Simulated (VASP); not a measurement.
# Band gap of HfO2: cutoff, mesh and cell, part 2 of 2

Aim: test what besides the functional moves the gap of HfO2. The starting structure is a measured crystal structure from the Crystallography Open Database. The atoms were first relaxed with LDA in that cell, in a run that isn't shown, and the relaxed structure is the one below.

VASP 6.6.1.

Results so far: reference 3.931 eV; cell and atoms relaxed by LDA 3.931 eV.

## 4. Bands with no band path

Level of this step: LDA; plane waves and PAW (Hf_pv, O) (VASP).

Against step 2 the input has no band path (also changed: NBANDS).

INCAR reads:

```
SYSTEM = HfO2
PREC = Accurate
ENCUT = 460
EDIFF = 1E-06
NELM = 100
ISMEAR = 0
SIGMA = 0.03
LREAL = .FALSE.
ALGO = Normal
GGA = CA
NBANDS = 56
LASPH = .TRUE.
LORBIT = 11
LWAVE = .FALSE.
LCHARG = .FALSE.
KPAR = 8
NCORE = 2
```

POSCAR reads:

```
HfO2
1.0
    5.1156000000      0.0000000000      0.0000000000
    0.0000000000      5.1722000000      0.0000000000
   -0.8447144024      0.0000000000      5.2269842757
Hf O
4 8
Direct
    0.2757950272      0.4567340553      0.7080925417
    0.7242049728      0.9567340553      0.7919074583
    0.7242049728      0.5432659447      0.2919074583
    0.2757950272      0.0432659447      0.2080925417
    0.4510997048      0.7424279229      0.9769591789
    0.5489002952      0.2424279229      0.5230408211
    0.5489002952      0.2575720771      0.0230408211
    0.4510997048      0.7575720771      0.4769591789
    0.0673282843      0.1710387267      0.8496936254
    0.9326717157      0.6710387267      0.6503063746
    0.9326717157      0.8289612733      0.1503063746
    0.0673282843      0.3289612733      0.3496936254
```

KPOINTS reads:

```
Automatic mesh
0
Gamma
4 4 4
0 0 0
```

PAW data sets: Hf_pv and O (LDA family, release 64).

Launch:

```bash
$ mpirun -np 16 vasp_std
```

What it wrote:

```text
[... set-up lines as in an earlier step ...]
 entering main loop
       N       E                     dE             d eps       ncg     rms          rms(c)
DAV:   1     0.522368797763E+03    0.52237E+03   -0.47066E+04  3360   0.143E+03
DAV:   2    -0.121685333831E+03   -0.64405E+03   -0.62510E+03  4192   0.385E+02
DAV:   3    -0.153632746842E+03   -0.31947E+02   -0.31822E+02  3960   0.795E+01
DAV:   4    -0.154039751499E+03   -0.40700E+00   -0.40624E+00  4232   0.980E+00
[...]
DAV:  13    -0.132824006025E+03    0.26463E-04   -0.14597E-04  3848   0.504E-02    0.403E-02
DAV:  14    -0.132824005648E+03    0.37724E-06   -0.13258E-05  4304   0.186E-02    0.385E-02
DAV:  15    -0.132824005767E+03   -0.11890E-06   -0.16907E-06  2544   0.607E-03
   1 F= -.13282401E+03 E0= -.13282401E+03  d E =-.211090E-31
```

Run time: 7 s. Hardware: 16 MPI ranks of AMD EPYC 9R45, shared host; peak memory 3 GiB; 1.7 min of CPU time.

From OUTCAR (step 4):

```text
  Total       -8.9760512     -9.0787787     -8.8005458      0.0000000      0.0000000     -1.2281811
  in kB     -103.9855091   -105.1755833   -101.9523183      0.0000000      0.0000000    -14.2281978
  external PRESSURE =    -103.7044703 kB  Pullay stress =       0.0000000 kB

 POSITION                                       TOTAL-FORCE (eV/Angst)
 -----------------------------------------------------------------------------------
      0.81272      2.36232      3.70119        -0.006805      0.004185      0.004310
      3.03581      4.94842      4.13929         0.006805      0.004185     -0.004310
      3.45816      2.80988      1.52580         0.006805     -0.004185     -0.004310
      1.23508      0.22378      1.08770        -0.006805     -0.004185      0.004310
      1.48239      3.83999      5.10655         0.006884      0.002177     -0.005372
      2.36613      1.25389      2.73393        -0.006884      0.002177      0.005372
      2.78849      1.33221      0.12043        -0.006884     -0.002177      0.005372
      1.90475      3.91831      2.49306         0.006884     -0.002177     -0.005372
     -0.37332      0.88465      4.44134         0.000392      0.008049      0.008705
      4.22185      3.47075      3.39914        -0.000392      0.008049     -0.008705
      4.64421      4.28755      0.78565        -0.000392     -0.008049     -0.008705
      0.04903      1.70145      1.82784         0.000392     -0.008049      0.008705
 -----------------------------------------------------------------------------------
    total drift:                               -0.000000      0.000000     -0.000000

  FREE ENERGIE OF THE ION-ELECTRON SYSTEM (eV)
  ---------------------------------------------------
  free  energy   TOTEN  =      -132.8240057667 eV

  energy  without entropy=     -132.8240057667  energy(sigma->0) =     -132.82400577

[... 1 part as in an earlier step ...]

[... 2 further parts left out ...]
[key lines of the parts left out:]
E-fermi :   3.1079
```

With no band path the gap is 3.932 eV, +0.000 eV from the reference, read on the mesh alone.

## 5. Bands with a cutoff of 640 eV

Against step 2 the input has ENCUT = 640.

Changes to INCAR since step 4:

```diff
@@ -2,3 +2,3 @@
 PREC = Accurate
-ENCUT = 460
+ENCUT = 640
 EDIFF = 1E-06
@@ -10,3 +10,3 @@
 GGA = CA
-NBANDS = 56
+NBANDS = 72
 LASPH = .TRUE.
```

POSCAR is that of step 4.

KPOINTS is that of step 4.

KPOINTS_OPT reads:

```
Line mode
8
Line-mode
Reciprocal
  0.00000000   0.00000000   0.00000000 GAMMA
  0.00000000   0.00000000   0.50000000 Y

  0.00000000   0.00000000   0.50000000 Y
 -0.43397697   0.00000000   0.57166053 H

 -0.43397697   0.00000000   0.57166053 H
 -0.50000000   0.00000000   0.50000000 C

 -0.50000000   0.00000000   0.50000000 C
 -0.50000000   0.50000000   0.50000000 E

 -0.50000000   0.50000000   0.50000000 E
 -0.56602303   0.50000000   0.42833947 M1

 -0.56602303   0.50000000   0.42833947 M1
 -0.50000000   0.50000000   0.00000000 A

 -0.50000000   0.50000000   0.00000000 A
 -0.50000000   0.00000000   0.00000000 X

 -0.50000000   0.00000000   0.00000000 X
 -0.56602303   0.00000000   0.42833947 H1

 -0.43397697   0.50000000   0.57166053 M
  0.00000000   0.50000000   0.50000000 D

  0.00000000   0.50000000   0.50000000 D
  0.00000000   0.50000000   0.00000000 Z

  0.00000000   0.00000000   0.50000000 Y
  0.00000000   0.50000000   0.50000000 D
```

Launch:

```bash
$ mpirun -np 16 vasp_std
```

What it wrote:

```text
[... set-up lines as in an earlier step ...]
 entering main loop
       N       E                     dE             d eps       ncg     rms          rms(c)
DAV:   1     0.552811513695E+03    0.55281E+03   -0.54070E+04  4320   0.144E+03
DAV:   2    -0.116416360812E+03   -0.66923E+03   -0.63529E+03  5032   0.371E+02
DAV:   3    -0.153690341993E+03   -0.37274E+02   -0.36976E+02  5280   0.747E+01
DAV:   4    -0.154068063034E+03   -0.37772E+00   -0.37741E+00  5064   0.788E+00
[...]
DAV:  12    -0.132830358513E+03   -0.92760E-05   -0.38446E-05  5624   0.406E-02    0.856E-02
DAV:  13    -0.132830356610E+03    0.19025E-05   -0.10374E-05  4992   0.157E-02    0.653E-02
DAV:  14    -0.132830356365E+03    0.24495E-06   -0.27697E-06  4712   0.815E-03
   1 F= -.13283036E+03 E0= -.13283036E+03  d E =-.166976E-18
 Start KPOINTS_OPT (optional k-point list driver)
k-point batch [1-30\88]
       N       E                     dE             ncg
DAV:   1    -0.475312357152E+04   -0.63649E+05     4320
DAV:   2    -0.237402330839E+05   -0.18987E+05     4944
DAV:   3    -0.248669882123E+05   -0.11268E+04     5192
DAV:   4    -0.248823921277E+05   -0.15404E+02     5200
DAV:   5    -0.248827083548E+05   -0.31623E+00     5728
DAV:   6    -0.248827174571E+05   -0.91023E-02     5280
DAV:   7    -0.248827177847E+05   -0.32762E-03     5736
DAV:   8    -0.248827177988E+05   -0.14029E-04     4448
DAV:   9    -0.248827177995E+05   -0.73672E-06     3856
[...]
k-point batch [61-88\88]
       N       E                     dE             ncg
DAV:   1    -0.662720293174E+03   -0.67512E+05     4032
DAV:   2    -0.183982839998E+05   -0.17736E+05     4632
DAV:   3    -0.194504461562E+05   -0.10522E+04     4824
DAV:   4    -0.194645859986E+05   -0.14140E+02     4832
DAV:   5    -0.194648738624E+05   -0.28786E+00     5272
DAV:   6    -0.194648817965E+05   -0.79342E-02     4912
DAV:   7    -0.194648820978E+05   -0.30134E-03     5280
DAV:   8    -0.194648821102E+05   -0.12321E-04     4152
DAV:   9    -0.194648821108E+05   -0.59618E-06     3408
```

Wall time 37 s (16 MPI ranks); peak memory 6.3 GiB; 9.6 min of CPU time.

Parts of OUTCAR (step 5):

```text
  Total       -8.5976398     -8.6961041     -8.4034428      0.0000000      0.0000000     -1.2314850
  in kB      -99.6016993   -100.7423860    -97.3519711      0.0000000      0.0000000    -14.2664728
  external PRESSURE =     -99.2320188 kB  Pullay stress =       0.0000000 kB

 POSITION                                       TOTAL-FORCE (eV/Angst)
 -----------------------------------------------------------------------------------
      0.81272      2.36232      3.70119        -0.010019      0.002885      0.004215
      3.03581      4.94842      4.13929         0.010019      0.002885     -0.004215
      3.45816      2.80988      1.52580         0.010019     -0.002885     -0.004215
      1.23508      0.22378      1.08770        -0.010019     -0.002885      0.004215
      1.48239      3.83999      5.10655         0.008184      0.000876     -0.004734
      2.36613      1.25389      2.73393        -0.008184      0.000876      0.004734
      2.78849      1.33221      0.12043        -0.008184     -0.000876      0.004734
      1.90475      3.91831      2.49306         0.008184     -0.000876     -0.004734
     -0.37332      0.88465      4.44134         0.001011      0.007292      0.009409
      4.22185      3.47075      3.39914        -0.001011      0.007292     -0.009409
      4.64421      4.28755      0.78565        -0.001011     -0.007292     -0.009409
      0.04903      1.70145      1.82784         0.001011     -0.007292      0.009409
 -----------------------------------------------------------------------------------
    total drift:                               -0.000000      0.000000     -0.000000

  FREE ENERGIE OF THE ION-ELECTRON SYSTEM (eV)
  ---------------------------------------------------
  free  energy   TOTEN  =      -132.8303563654 eV

  energy  without entropy=     -132.8303563654  energy(sigma->0) =     -132.83035637

[... 1 part as in an earlier step ...]

[... 2 further parts left out ...]
[key lines of the parts left out:]
E-fermi :   3.0421
```

With a cutoff of 640 eV the gap is 3.932 eV, +0.001 eV from the reference.

## 6. Bands with a 6×6×6 mesh

Against step 2 the input has a 6×6×6 mesh (also changed: KPAR and NCORE).

Changes to INCAR since step 5:

```diff
@@ -2,3 +2,3 @@
 PREC = Accurate
-ENCUT = 640
+ENCUT = 460
 EDIFF = 1E-06
@@ -15,3 +15,2 @@
 LCHARG = .FALSE.
-KPAR = 8
-NCORE = 2
+KPAR = 16
```

POSCAR is that of step 5.

KPOINTS reads:

```
Automatic mesh
0
Gamma
6 6 6
0 0 0
```

KPOINTS_OPT is that of step 5.

Launch:

```bash
$ mpirun -np 16 vasp_std
```

What it wrote:

```text
[banner, memory and clock lines left out]
running   16 mpi-ranks, on    1 nodes
[...]
|                                                                             |
|           W    W    AA    RRRRR   N    N  II  N    N   GGGG   !!!           |
|           W    W   A  A   R    R  NN   N  II  NN   N  G    G  !!!           |
|           W    W  A    A  R    R  N N  N  II  N N  N  G       !!!           |
|           W WW W  AAAAAA  RRRRR   N  N N  II  N  N N  G  GGG   !            |
|           WW  WW  A    A  R   R   N   NN  II  N   NN  G    G                |
|           W    W  A    A  R    R  N    N  II  N    N   GGGG   !!!           |
|                                                                             |
|     For optimal performance we recommend to set                             |
|       NCORE = 2 up to number-of-cores-per-socket                            |
|     NCORE specifies how many cores store one orbital (NPAR=cpu/NCORE).      |
|     This setting can greatly improve the performance of VASP for DFT.       |
[...]
DAV:  13    -0.132824309840E+03    0.13435E-05   -0.10718E-05 13408   0.147E-02    0.593E-02
DAV:  14    -0.132824309573E+03    0.26676E-06   -0.22502E-06 11576   0.787E-03
   1 F= -.13282431E+03 E0= -.13282431E+03  d E =-.251344E-19
 Start KPOINTS_OPT (optional k-point list driver)
k-point batch [1-80\88]
       N       E                     dE             ncg
DAV:   1    -0.191433033704E+05   -0.17498E+06    11520
DAV:   2    -0.637723798272E+05   -0.44629E+05    13336
DAV:   3    -0.663294383874E+05   -0.25571E+04    13840
DAV:   4    -0.663624992789E+05   -0.33061E+02    14080
[...]
DAV:   8    -0.663631952461E+05   -0.28342E-04    11968
DAV:   9    -0.663631952475E+05   -0.13685E-05     9624
DAV:  10    -0.663631952477E+05   -0.23737E-06     7728
k-point batch [81-88\88]
       N       E                     dE             ncg
DAV:   1     0.147254103002E+06   -0.16427E+05     1152
DAV:   2     0.142756906363E+06   -0.44972E+04     1336
DAV:   3     0.142498657580E+06   -0.25825E+03     1384
DAV:   4     0.142495265070E+06   -0.33925E+01     1400
DAV:   5     0.142495200025E+06   -0.65045E-01     1472
DAV:   6     0.142495198440E+06   -0.15854E-02     1440
DAV:   7     0.142495198380E+06   -0.60019E-04     1488
DAV:   8     0.142495198377E+06   -0.29652E-05     1256
DAV:   9     0.142495198377E+06   -0.13909E-06      952
```

The job ended after 39 s (16 MPI ranks; peak memory 13 GiB).

Parts of OUTCAR (step 6):

```text
  Total       -8.9710353     -9.0730996     -8.7928576      0.0000000      0.0000000     -1.2306256
  in kB     -103.9274013   -105.1097920   -101.8632532      0.0000000      0.0000000    -14.2565169
  external PRESSURE =    -103.6334822 kB  Pullay stress =       0.0000000 kB

 POSITION                                       TOTAL-FORCE (eV/Angst)
 -----------------------------------------------------------------------------------
      0.81272      2.36232      3.70119        -0.007258      0.004152      0.004211
      3.03581      4.94842      4.13929         0.007258      0.004152     -0.004211
      3.45816      2.80988      1.52580         0.007258     -0.004152     -0.004211
      1.23508      0.22378      1.08770        -0.007258     -0.004152      0.004211
      1.48239      3.83999      5.10655         0.006990      0.002190     -0.005335
      2.36613      1.25389      2.73393        -0.006990      0.002190      0.005335
      2.78849      1.33221      0.12043        -0.006990     -0.002190      0.005335
      1.90475      3.91831      2.49306         0.006990     -0.002190     -0.005335
     -0.37332      0.88465      4.44134         0.000403      0.008033      0.008654
      4.22185      3.47075      3.39914        -0.000403      0.008033     -0.008654
      4.64421      4.28755      0.78565        -0.000403     -0.008033     -0.008654
      0.04903      1.70145      1.82784         0.000403     -0.008033      0.008654
 -----------------------------------------------------------------------------------
    total drift:                               -0.000000      0.000000     -0.000000

  FREE ENERGIE OF THE ION-ELECTRON SYSTEM (eV)
  ---------------------------------------------------
  free  energy   TOTEN  =      -132.8243095728 eV

  energy  without entropy=     -132.8243095728  energy(sigma->0) =     -132.82430957

[... 1 part as in an earlier step ...]

[... 2 further parts left out ...]
[key lines of the parts left out:]
E-fermi :   3.0459
```

With a 6×6×6 mesh the gap is 3.931 eV, +0.000 eV from the reference.

## 7. Comparison

```
                          run  gap (eV)  change (eV)  core minutes
                    reference     3.931            -          5.87
cell and atoms relaxed by LDA     3.931          0.0          5.23
                 no band path     3.932          0.0          1.87
           a cutoff of 640 eV     3.932        0.001          9.87
                 a 6×6×6 mesh     3.931          0.0          10.4
```

Core minutes are wall time times ranks of the run shown, on a shared host.

## 8. Outcome

```yaml
reference_gap: 3.931 eV
gap_with_cell_and_atoms_relaxed_by_lda: 3.931 eV
gap_with_no_band_path: 3.932 eV
gap_with_a_cutoff_of_640_ev: 3.932 eV
gap_with_a_6x6x6_mesh: 3.931 eV
```

What this shows: Among the runs that read a gap along the path, none moves it by more than 0.005 eV. On finer settings it changes by +0.001 eV with a cutoff of 640 eV and +0.000 eV with a 6×6×6 mesh. The functional's own error isn't tested here. Further runs on this material are not shown.

[Lines on the potential files, build, host, timing and source positions are cut from VASP's logs without a mark.]

[Logs are printed without paths, hosts, clocks, repeated set-up lines and the standing remarks that a program may print on its own settings, such as how far it seeks lower states.]

[Hosts, paths, dates, database ids (printed as entryN), source tags and the programs' standing remarks are cut or masked in the printed files.]
